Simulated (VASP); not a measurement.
Consider the following.

```yaml
crystal:
  lattice:
    - [3.09324, 0.00000, 0.00000]
    - [-1.54662, 2.67882, 0.00000]
    - [0.00000, 0.00000, 4.96027]
  atoms:
    - { symbol: Al, position: [0.66667, 0.33333, 0.49929] }
    - { symbol: Al, position: [0.33333, 0.66667, 0.99929] }
    - { symbol: N, position: [0.66667, 0.33333, 0.88071] }
    - { symbol: N, position: [0.33333, 0.66667, 0.38071] }
```

These are PBE GGA, VASP's PBE PAW potentials (set 64) (plane waves; VASP) values and carry that method's errors. Settings: 400 eV cut-off, 6×6×4 Γ-centred mesh, Fermi-Dirac smearing of 0.020 eV, potentials Al N.

**Question.** Give the electronic dielectric tensor ε∞ (DFPT, local fields included).

**Answer.** 
```
4.46  0.00  0.00
0.00  4.46  0.00
0.00  0.00  4.63
```

**Question.** Give the Born effective charges.

**Answer.** 
```tsv
atom	Z*xx	Z*yy	Z*zz	mean
Al1	2.51	2.51	2.67	2.56
Al2	2.51	2.51	2.67	2.56
N3	-2.51	-2.51	-2.67	-2.56
N4	-2.51	-2.51	-2.67	-2.56
```

**Question.** And the static tensor with the ions free?

**Answer.** 
```
7.96  0.00  0.00
0.00  7.96  0.00
0.00  0.00  9.32
```

**Question.** Which frequencies do the optical Γ-point modes have (no LO-TO splitting)?

**Answer.** 235 (×2), 555, 628, 674 (×2), 684 (×2), 733 cm⁻¹.

The piezoelectric tensor e of the same run, ions relaxed (C/m²):

```
      xx     yy    zz     yz     xz    xy
-  -----  -----  ----  -----  -----  ----
x   0.00   0.00  0.00   0.00  -0.38  0.00
y   0.00   0.00  0.00  -0.37   0.00  0.00
z  -0.69  -0.69  1.69   0.00   0.00  0.00
```

The structure comes from a computed database's AlN entry; how it stands against other phases isn't given here. The cell was not relaxed at this level. The run is one of a series of settings (EDIFF = 1E-8, IBRION = 8, LEPSILON = .TRUE., NSW = 1 against the base run), some of them coarse on purpose.
